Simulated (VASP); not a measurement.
Consider the following.

```
K
1.0
   -2.52085     2.52085     2.52085
    2.52085    -2.52085     2.52085
    2.52085     2.52085    -2.52085
K
1
Direct
  0.00000   0.00000   0.00000
```

The numbers are results of LDA (Ceperley-Alder, Perdew-Zunger), VASP's LDA PAW potentials (set 64) (plane waves; VASP), not measurements. Numerical set-up: 520 eV cut-off, 12×12×12 Γ-centred mesh, tetrahedra with Blöchl corrections, potentials K_sv.

Q: The job: K (bcc), 1 atom, LDA, static run, 520 eV, 12×12×12 Γ-centred mesh. Roughly how much core time does it take on a busy server core?

A: About 40 core-seconds (one run on a shared machine, a rough figure). It had 72 irreducible k-points, 8 bands, up to 1754 plane waves and 11 electronic steps.

The compound is K in the bcc structure. It was relaxed first, which changed the volume by -13 %.
